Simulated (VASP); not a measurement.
A run of VASP 6.6.1 is set up as follows.

INCAR

```
  PREC = Accurate
  ENCUT = 520
  EDIFF = 1E-6
  ISMEAR = -1
  SIGMA = 0.02
  LREAL = Auto
  LASPH = True
  NELM = 80
  ALGO = Normal
  ISIF = 2
  LWAVE = False
  LCHARG = True
  GGA = PE
  IVDW = 12
  LELF = True
  LVHAR = True
  NBANDS = 55
```

KPOINTS

```
Automatic mesh
0
Gamma
  1 1 1
```

Contents of POSCAR:

```
H18SO8
1.0
    6.9104230000      0.0000000000      0.0000000000
    0.0000000000      6.9104230000      0.0000000000
    0.0000000000      0.0000000000      6.9104230000
O H S
8 18 1
Direct
    0.6026259174      0.6360970956      0.6443599762
    0.0146879576      0.3677488339      0.1793667334
    0.8196603884      0.6702773477      0.3062330627
    0.8922463936      0.3191989839      0.7890544472
    0.5608050332      0.9567865817      0.9345737591
   -0.1162012803      0.0625142629      0.3691235688
    0.3186346190      0.2717055092      0.9680015247
    0.4539808923      0.6008315265      0.2060944750
    0.6864268656      0.6614066896      0.5285928228
    0.4694936909      0.6118728188      0.6024088540
    0.1485726706      0.3364193480      0.1823043249
   -0.0507204841      0.2549771555      0.2591303022
    0.6897262295      0.6445046852      0.2306949951
    0.9061529229      0.5638005083      0.2728631807
    0.9594347553      0.3347841369      0.9137356715
    0.7886637330      0.4185416725      0.8013836490
    0.5733802403      0.8653594722      0.8244213126
    0.6542580678      1.0574171798      0.9200160395
   -0.1222501141     -0.0752197080      0.3278091660
   -0.0846836728      0.0766233847      0.5035871176
    0.4005543510      0.1500631727      0.9541094662
    0.2396524786      0.2520106222      0.8563585760
    0.4116824686      0.7076701383      0.1222211723
    0.4295974356      0.4872350072      0.1284870695
   -0.0606185757      0.7368579319      0.7943073818
    0.1192980517      0.9305508505      0.9080630809
    0.1183574435      0.8032648653      0.7558871577
```

Potentials or basis: VASP PAW PBE potentials, release 64 (O, H, S).

Command:

```console
$ cat potpaw_PBE.64/O/POTCAR potpaw_PBE.64/H/POTCAR potpaw_PBE.64/S/POTCAR > POTCAR
$ mpirun -np 1 vasp_gam > vasp.out
```

**Question.** Estimate the band gap on the k mesh.

**Answer.** 4.13 eV, direct.

**Question.** Predict the dispersion energy per atom.

**Answer.** -0.033 eV.

**Question.** What does it give for the pressure?

**Answer.** -0.6 GPa.

**Question.** What does it give for the largest force?

**Answer.** 2.515 eV/Å.

Forces on the atoms (eV/Å):
```
O    0.035  0.314  0.444
O   -2.187 -0.755  0.986
O   -2.096  0.850 -0.482
O   -0.754  0.450  0.235
O   -0.972 -0.777  0.107
O   -0.285  0.389 -0.972
O    1.533 -1.248  0.330
O   -0.032  0.840 -0.116
H   -0.403 -0.329 -0.070
H    0.570  0.070 -0.201
H    1.222 -0.268 -0.208
H    0.727  0.736 -0.879
H    1.496  0.251  1.116
H    0.581 -0.608 -0.289
H   -0.100 -0.060  0.387
H    0.422 -0.535 -0.576
H    0.150  0.161  0.004
H    1.150  0.544 -0.350
H    0.021 -0.045  0.454
H    0.135 -0.337  0.697
H   -0.238  0.652  0.471
H   -0.901  0.515 -0.864
H    0.106 -0.158  0.246
H   -0.216 -0.673 -0.531
H   -0.005  0.038  0.110
H   -0.111 -0.416 -0.340
S    0.152  0.400  0.291
```

Expect the measured gap to be larger: semilocal functionals such as PBE lack the derivative discontinuity.
